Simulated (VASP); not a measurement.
VASP input:

### INCAR
```
! general
SYSTEM=BP
PREC  =Accurate
ENCUT =600
LREAL =.FALSE.
LASPH =.TRUE.   ! aspherical one-centre terms

! electronic loop
EDIFF =1E-7
NELM  =100   ! most electronic steps
ALGO  =Normal   ! blocked Davidson

! smearing
ISMEAR=0   ! Gaussian
SIGMA =0.05

! functional
GGA   =PS   ! PBEsol

! ions
ISIF  =2   ! forces and stress, cell fixed

! output
LWAVE =.FALSE.
LCHARG=.FALSE.
```

**POSCAR**
```
BP
1.0
  0.0000000000   2.2605481103   2.2605481103
  2.2605481103   0.0000000000   2.2605481103
  2.2605481103   2.2605481103   0.0000000000
B P
1 1
Direct
  0.0000000000   0.0000000000   0.0000000000
  0.2500000000   0.2500000000   0.2500000000
```

### KPOINTS
```
K-points
0
Gamma
 10 10 10
0 0 0
```

POTCAR, in this order: B P (PBE.64 set). Program: vasp_std.

Q: Write an equivalent input for Ansatz.

A: One equivalent input (not run):
Ansatz 0.2 input:
```yaml
crystal:
  lattice:
    - [0.0000000, 2.2605481, 2.2605481]
    - [2.2605481, 0.0000000, 2.2605481]
    - [2.2605481, 2.2605481, 0.0000000]
  atoms:
    - { symbol: B, position: [0.0000000, 0.0000000, 0.0000000] }
    - { symbol: P, position: [0.2500000, 0.2500000, 0.2500000] }
kpoints:
  mp_grid: { grid: [10, 10, 10] }
hamiltonian:
  xc: pbesol
  pseudopotentials: { kind: paw }
scf:
  occupations: { method: gaussian, width: 0.05 }
  max_iter: 100
output: { forces: true, stress: true, eigenvalues: true }
```
What does not carry over: each code has its own PAW files, so the cut-off isn't converted (ENCUT is set for VASP's; basis.ecutwfc is left out, and Ansatz then takes the one that its files recommend); Ansatz stops its SCF on the density residual and VASP on the energy change (EDIFF).

The compound is BP in the zinc blende structure. It was relaxed first.
